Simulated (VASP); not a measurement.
Input:

```yaml
crystal:
  lattice:
    - [1.79119, -3.10244, 0.00000]
    - [1.79119, 3.10244, 0.00000]
    - [0.00000, 0.00000, 5.54689]
  atoms:
    - { symbol: Dy, position: [0.33333, 0.66667, 0.25000] }
    - { symbol: Dy, position: [0.66667, 0.33333, 0.75000] }
```

Computed with optB88-vdW, VASP's PBE PAW potentials (set 64) (plane waves; VASP). Numerical set-up: 520 eV cut-off, 11×11×6 Γ-centred mesh, first-order Methfessel-Paxton smearing of 0.10 eV, potentials Dy_3.

The 4f electrons are frozen in the core of the lanthanide potential, so 4f levels, which can set the real gap, and their magnetism are missing.

### Question
Estimate the energy per atom (σ→0), band gap (on the k-mesh) with the smallest direct gap where there is one.

### Answer

The band gap (on the k-mesh) is none (metal, semimetal or under 0.01 eV) and the energy per atom (σ→0) comes out as -1.870 eV/atom.

The absolute energy has meaning only against runs of the same code, potentials and settings.

The compound is Dy in the hcp structure. It was relaxed first. The start is the result of an earlier pass.
